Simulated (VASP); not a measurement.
Consider the following.

```xyz
3
Lattice="-1.6192 1.6192 3.9423 1.6192 -1.6192 3.9423 1.6192 1.6192 -3.9423" Properties=species:S:1:pos:R:3 pbc="T T T"
Si     1.6192     1.6192     1.3058
Si     0.0000     0.0000     2.6365
W      0.0000     0.0000     0.0000
```

The numbers are results of revPBE GGA, VASP's PBE PAW potentials (set 64) (plane waves; VASP 6.6.1), not measurements. Settings: 520 eV cut-off, 15×15×15 Γ-centred mesh, tetrahedra with Blöchl corrections, potentials Si W_sv.

Unless said otherwise, spin-orbit coupling is left out, though it shifts the bands of the heavy elements here.

Problem. Predict the energy per atom (σ→0), band gap (on the k-mesh) with the smallest direct gap where there is one.

Solution. 
The band gap (on the k-mesh) is none (metal, semimetal or under 0.01 eV) and the energy per atom (σ→0) comes out as -7.966 eV/atom.

The absolute energy has meaning only against runs of the same code, potentials and settings.

The compound is WSi2 in the MoSi2 type structure. It was relaxed first.
